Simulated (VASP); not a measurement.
Given:

```
CELL_PARAMETERS angstrom
      2.45534     0.00000     0.00000
      0.00000     3.96040     0.00000
      0.00000     0.00000    25.30524
ATOMIC_POSITIONS crystal
  Co 0.50000 0.50000 0.34595
  Co 0.00000 0.00000 0.31794
  Co 0.00000 0.50000 0.42998
  Co 0.50000 0.00000 0.40197
  Co 0.50000 0.50000 0.51401
  Co 0.00000 0.00000 0.48600
  Co 0.00000 0.50000 0.59803
  Co 0.50000 0.00000 0.57002
  Co 0.50000 0.50000 0.68206
  Co 0.00000 0.00000 0.65405
```
Starting moments (μB, in the order of the record's atoms Co Co Co Co Co Co Co Co Co Co): 1.8 1.8 1.8 1.8 1.8 1.8 1.8 1.8 1.8 1.8.

Method: PBEsol GGA, VASP's PBE PAW potentials (set 64) (plane waves; VASP). Numerical set-up: PREC = Normal, EDIFF = 1E-5, 400 eV cut-off, 11×7×1 Γ-centred mesh, first-order Methfessel-Paxton smearing of 0.10 eV, potentials Co.

Problem. The ions are relaxed. Predict the relaxed structure.

Solution. 
```
CELL_PARAMETERS angstrom
      2.45534     0.00000     0.00000
      0.00000     3.96040     0.00000
      0.00000     0.00000    25.30524
ATOMIC_POSITIONS crystal
  Co 0.50000 0.50000 0.34498
  Co 0.00000 0.00000 0.32065
  Co 0.00000 0.50000 0.42949
  Co 0.50000 0.00000 0.40167
  Co 0.50000 0.50000 0.51370
  Co 0.00000 0.00000 0.48630
  Co 0.00000 0.50000 0.59833
  Co 0.50000 0.00000 0.57051
  Co 0.50000 0.50000 0.67935
  Co 0.00000 0.00000 0.65502
``` The cell ends with 16.53 μB, on the sites 1.66 1.78 1.61 1.62 1.58 1.58 1.62 1.61 1.78 1.66 μB.

Problem. How much energy does the relaxation gain?

Solution. The energy (σ→0) changes by -4.2 meV/atom, in 8 ionic steps.

```
step  E(σ→0) (eV)  max force (eV/Å)  pressure (GPa)  volume (Å³)
----  -----------  ----------------  --------------  -----------
1        -74.0809             0.520           -2.27       246.07
2        -74.1107             0.283           -2.02       246.07
3        -74.1186             0.143           -1.79       246.07
4        -74.1186             0.156           -1.78       246.07
5        -74.1219             0.084           -1.73       246.07
6        -74.1225             0.073           -1.67       246.07
7        -74.1230             0.039           -1.64       246.07
8        -74.1230             0.027           -1.54       246.07
```

The cell is a thin slab with vacuum, built from Co (hcp): (100) face.
